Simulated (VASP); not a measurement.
Consider the following.

```
CELL_PARAMETERS angstrom
      3.00201     0.00000     0.00000
      0.00000     3.00201     0.00000
      0.00000     0.00000     3.00201
ATOMIC_POSITIONS crystal
  Al 0.50000 0.50000 0.50000
  Ru 0.00000 0.00000 0.00000
```

All values below come from optB88-vdW, VASP's PBE PAW potentials (set 64) (plane waves; VASP 6.6.1). Numerical set-up: 520 eV cut-off, Gaussian smearing of 0.050 eV, potentials Al Ru_pv.

Question: Estimate the band gap (along the path) with the smallest direct gap where there is one.

Answer: 
| Item | Value |
|---|---|
| band gap (along the path) | none (metal, semimetal or under 0.01 eV) |

The absolute energy has meaning only against runs of the same code, potentials and settings.

The compound is RuAl in the CsCl type structure. It was relaxed first. The electron count is odd and the run is not spin-polarised, which forces a metal.
